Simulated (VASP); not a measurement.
Level of theory: LDA (Ceperley-Alder, Perdew-Zunger), VASP's LDA PAW potentials (set 64) (plane waves; VASP).

VASP input:

POSCAR:
```
LaCo5
1
    5.0226800000     0.0000000000     0.0000000000
   -2.5113400000     4.3497680000     0.0000000000
    0.0000000000     0.0000000000     3.9603900000
La Co
1 5
Direct
  0.0000000000   0.0000000000   0.0000000000
  0.3333330000   0.6666670000   0.0000000000
  0.6666670000   0.3333330000   0.0000000000
  0.5000000000   0.0000000000   0.5000000000
  0.5000000000   0.5000000000   0.5000000000
  0.0000000000   0.5000000000   0.5000000000
```

KPOINTS:
```
Automatic mesh
0
Gamma
5 5 6
0 0 0
```

INCAR:
```
SYSTEM = LaCo5
PREC = Accurate; ENCUT = 300; LREAL = .False.
LASPH = .True.
EDIFF = 1E-6; NELM = 100; ALGO = Normal
LMAXMIX = 6
ISMEAR = -1; SIGMA = 0.05
ISPIN = 2
IBRION = 2; NSW = 50; ISIF = 3
EDIFFG = -0.01
LWAVE = .False.; LCHARG = .False.; LORBIT = 11
```

POTCAR, in this order: La Co (LDA.64 set). Program: vasp_std. The INCAR's line for the spin-polarised start is left out here.

Task: What will the output report for the number of irreducible k-points (NKPTS), largest plane-wave count, number of space-group operations, FFT grid (NGX, NGY, NGZ)?

Result: 
```json
{
 "number of irreducible k-points (NKPTS)": "20",
 "largest_plane_wave_count": "1041",
 "number_of_space_group_operations": "24",
 "FFT grid (NGX, NGY, NGZ)": "28 × 28 × 24"
}
```

The structure comes from a computed database's LaCo5 entry (P6/mmm); how it stands against other phases isn't given here. This run relaxes it. Symmetry was kept, so distortions that lower it aren't found. The run is one of a series of settings (EDIFFG = -0.01, IBRION = 2, ISIF = 3, NSW = 50 against the base run), some of them coarse on purpose.
